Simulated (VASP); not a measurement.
Method: LDA (Ceperley-Alder, Perdew-Zunger), VASP's LDA PAW potentials (set 64) (plane waves; VASP).

VASP ran on this input.

POSCAR:
```
CeO2
5.418790
  0.0000000000   0.5000000000   0.5000000000
  0.5000000000   0.0000000000   0.5000000000
  0.5000000000   0.5000000000   0.0000000000
Ce O
1 2
Direct
  0.0000000000   0.0000000000   0.0000000000
  0.2500000000   0.2500000000   0.2500000000
  0.7500000000   0.7500000000   0.7500000000
```

**INCAR**
```
SYSTEM = CeO2
PREC = Accurate
ENCUT = 400
EDIFF = 1E-6
NELM = 100
ALGO = Normal
LREAL = .FALSE.
LASPH = .TRUE.
ISMEAR = -1
SIGMA = 0.05
LMAXMIX = 6
LWAVE = .FALSE.
LCHARG = .FALSE.
ISIF = 2
```

### KPOINTS
```
Automatic mesh
0
Gamma
6 6 6
0 0 0
```

POTCAR, in this order: Ce O (LDA.64 set). Program: vasp_std.

At this cut-off the stress carries a Pulay error, which pulls relaxed volumes low.

### Question
Predict the energy per atom (σ→0), pressure.

### Answer

```
Property                        Value
---------------------  --------------
energy per atom (σ→0)  -9.626 eV/atom
pressure                   -11.02 GPa
```

**OSZICAR**
```
...
DAV:  23    -0.288790915681E+02   -0.27159E-03   -0.15974E-03   792   0.296E-01    0.521E+00
DAV:  24    -0.288790744039E+02    0.17164E-04   -0.13106E-02   736   0.918E-01    0.102E+01
DAV:  25    -0.288787194100E+02    0.35499E-03   -0.20142E-03   784   0.371E-01    0.279E+00
DAV:  26    -0.288787224264E+02   -0.30163E-05   -0.18132E-05   680   0.359E-02    0.276E+00
DAV:  27    -0.288787089075E+02    0.13519E-04   -0.32168E-05   800   0.455E-02    0.155E+00
DAV:  28    -0.288787027692E+02    0.61384E-05   -0.22468E-05   696   0.385E-02    0.740E-01
DAV:  29    -0.288787023027E+02    0.46647E-06   -0.37145E-07   352   0.611E-03
   1 F= -.28878702E+02 E0= -.28878702E+02  d E =-.242365E-08
```

The structure comes from a computed database's CeO2 entry; how it stands against other phases isn't given here. The cell was not relaxed at this level. The run is one of a series of settings (GGA removed, POTCAR Ce O (LDA.64 set) against the base run), some of them coarse on purpose. The run is not spin-polarised, so no magnetic state was tried.
